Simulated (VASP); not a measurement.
# Ru (P6_3/mmc) under biaxial (0001) strain from −2 % to +2 %: normal strain, stress and strain energy with PBEsol

Ruthenium is a 4d transition metal whose partly filled d band binds close-packed layers into a stiff hexagonal crystal. Every member of the series is this same crystal, stretched or compressed equally along both directions of the (0001) plane and free to change its height.

The brief is a clamped Ru(0001) film, 5 nm thick, that is to carry the largest tensile strain in the series. Two limits are set: a film force of at most 60 N per metre of width, so that the substrate does not bend too far, and a stored elastic energy of at most 1 J/m², so that the drive towards peeling stays small. Stress and energy are calculated for the bulk crystal, with strain measured from the crystal relaxed with PBEsol.

## Calculations

The start is an entry of the ASE's table of reference states database. The crystal was relaxed with PBEsol. Equal strain is imposed in the (0001) plane; the strain along the normal is adjusted until the normal stress vanishes, and the atoms are relaxed with PBEsol. VASP 6.6.1, plane waves with PAW, cutoff 450 eV, no spin polarisation, no spin-orbit coupling, k mesh 25×25×14, static lattice. The same in all rows: band gap on the k mesh at PBEsol: 0.000 eV.

Notes on method and selection:

- Runs that did not converge, have known faults or may not be shown are not listed, and runs on Ansatz's PAW sets soft_1 and soft_2 are kept to separate tables.

Columns:

- strain (%): strain in the plane (tension positive).
- normal strain (%): strain along the normal.
- stress (GPa): in-plane stress, tension positive.
- strain energy (meV/atom): energy per atom above the relaxed crystal.

Input lines of one member:

```
PREC = Accurate
ENCUT = 450
EDIFF = 1E-07
NELM = 120
ISMEAR = 1
SIGMA = 0.15
LREAL = .FALSE.
ALGO = Normal
GGA = PS
NBANDS = 20
LASPH = .TRUE.
LORBIT = 11
KPAR = 2
IBRION = 1
NSW = 25
```

Command (options for logging and memory left out): `mpirun -np 2 vasp_std`

## The series

```
member  strain (%)  normal strain (%)  stress (GPa)  strain energy (meV/atom)
−2 %    −2.0        1.094              −16.53        26.59
−1.5 %  −1.5        0.827              −11.97        14.75
−1 %    −1.0        0.556              −7.72         6.53
−0.5 %  −0.5        0.278              −3.74         1.68
0 %     0.0         0.003              0.00          0.00
+0.5 %  0.5         −0.268             3.53          1.33
+1 %    1.0         −0.534             6.88          5.52
+1.5 %  1.5         −0.800             10.02         12.45
+2 %    2.0         −1.067             12.96         21.96
```

Least-squares fits to the whole series, with x = strain (%); R² and errors in the fitted variable (y, or ln y where the fit is in ln y):

```
y                  members  fit                      R²    rms residual  leave-one-out rms  the same for the mean of the others
normal strain (%)  9        y = 0.009889 − 0.5417 x  1.00  0.0047        0.0061             0.79
stress (GPa)       9        y = −0.7300 + 7.347 x    1.00  0.66          0.94               11
```

## Why the values move as they do

The normal strain follows the imposed strain almost in proportion. Between −0.5 % and +0.5 % its slope is (−0.268 − 0.278) / 1.0 = −0.546, close to the −0.5417 of the fit to all rows. For a hexagonal crystal with no normal stress this slope equals −2 C₁₃/C₃₃, so C₁₃/C₃₃ = 0.546 / 2 = 0.273. A slope of −2 would keep the volume constant; Ru is far from that, and its volume grows under tension.

The stress gives the biaxial modulus M = C₁₁ + C₁₂ − 2 C₁₃²/C₃₃. From the same two rows, M = (3.53 + 3.74) / 1.0 = 7.27 GPa per %, or 7.27 × 100 = 727 GPa. The series yields these two combinations, not the four constants one by one.

Stress divided by strain falls steadily from 16.53 / 2.0 = 8.27 GPa per % at −2 % to 12.96 / 2.0 = 6.48 at +2 %. This is ordinary anharmonicity: repulsion between atoms rises steeply as bonds shorten, while the restoring force weakens as they lengthen. Against M × strain, the stress is off by 3 % at ±0.5 %, by 5 to 6 % at ±1 %, and by 11 % (tension) and 14 % (compression) at ±2 %.

One quadratic term repairs most of this. Its coefficient follows from the rows at ±1.5 %: (10.02 − 11.97) / 2 / 1.5² = −0.43. With x the strain in %, stress = 7.27 x − 0.43 x² (GPa) misses the nine rows by 0.11 GPa rms, against 0.66 GPa for the straight line and 11 GPa for the mean of the other members.

The strain energy is quadratic once tension and compression are averaged: (1.68 + 1.33) / 2 / 0.5² = 6.02 and (26.59 + 21.96) / 2 / 2.0² = 6.07 meV/atom per %².

## Departures from the trend

Largest departures from the fit to the whole series:

```
member  normal strain (%)  fit     computed − fit  in rms residuals
+0.5 %  −0.268             −0.261  −0.007          1.5
0 %     0.003              0.010   −0.007          1.5
+2 %    −1.067             −1.074  +0.007          1.4
−1.5 %  0.827              0.822   +0.005          1.0
```

The normal strains depart from their line by at most 0.007 %, which is too little to interpret. The 0.003 % at zero imposed strain reflects a slight residual stress in the reference crystal.

The energies at small strain deserve more caution. Anharmonicity alone should make compression and tension cost the same as the strain shrinks. Their ratio does fall from 26.59 / 21.96 = 1.21 at 2 % to 6.53 / 5.52 = 1.18 at 1 %, but it rises again to 1.68 / 1.33 = 1.26 at 0.5 %. This points to a small term linear in strain, about −0.3 meV/atom per %, although the stress at zero strain is 0.00 GPa.

The likely cause is the finite plane-wave basis. At fixed cutoff it grows with the cell, a gain that the calculated stress leaves out, so the energy still falls slightly on stretching. Averaging +x and −x removes the term.

## Meeting the brief

The brief asks for tension, which leaves the four rows from +0.5 % to +2 %. Two device quantities are needed, with film thickness t = 5 nm and 1 GPa·nm = 1 N/m = 1 J/m².

Film force per width: F = stress × t.

Stored energy per area: W = t × 2 ∫ stress d(strain). The factor 2 counts the two in-plane directions; the normal direction does no work because its stress vanishes. The integral is taken by the trapezoidal rule over the rows, with strain as a plain fraction. Sums are carried unrounded. W refers to the unstrained area, and the change of cell dimensions is neglected, an error of about 1 %.

- +0.5 %: F = 3.53 × 5 = 17.7 N/m; W = 5 × 0.005 × 3.53 = 0.09 J/m².
- +1 %: F = 6.88 × 5 = 34.4 N/m; W = 0.09 + 5 × 0.005 × (3.53 + 6.88) = 0.35 J/m².
- +1.5 %: F = 10.02 × 5 = 50.1 N/m; W = 0.35 + 5 × 0.005 × (6.88 + 10.02) = 0.77 J/m².
- +2 %: F = 12.96 × 5 = 64.8 N/m; W = 0.77 + 5 × 0.005 × (10.02 + 12.96) = 1.35 J/m².

The energy column supports the scaling: 21.96 / 12.45 = 1.76 between the last two rows, against 1.35 / 0.77 = 1.75 here.

For elastic moduli of transition metals, PBEsol on a static lattice is typically good to roughly 10 %. At +1.5 % this gives 45 to 55 N/m, and from 0.77 × 0.9 = 0.69 to 0.77 × 1.1 = 0.85 J/m², inside both limits. At +2 % the force, 58 to 71 N/m, could just pass, but the energy, 1.2 to 1.5 J/m², fails throughout.

The pick is +1.5 %, and the runner-up is +1 %. With the calculated stresses, a film thicker than 60 / 10.02 = 6.0 nm would hand the choice to +1 %, and one thinner than about 3.7 nm would admit +2 %. Misfit dislocations could also overturn the pick: if they form at 10 GPa, the film no longer holds the imposed strain. Surface stress, which a bulk calculation leaves out, typically adds a few N/m per metal face and so narrows the margin in force.

## Closing remarks

Across these rows the normal strain is linear to within 0.007 %. The stress is linear to 3 % at ±0.5 % and needs a quadratic term at larger strain. An R² of 1.00 does not reveal this; the intercept of −0.7300 GPa, where the calculated stress is 0.00, does.

The omitted effect that rivals the tensile range of the table is plastic relief. The perfect crystal has no dislocations, whereas in a real film they can lower a tension of 13 GPa to roughly one or a few GPa, and the stored energy with it. Thermal motion is a smaller matter: it usually softens the moduli of such a metal by a few per cent at room temperature.

[Logs are printed without paths, hosts, clocks, repeated set-up lines and the standing remarks that a program may print on its own settings, such as how far it seeks lower states.]
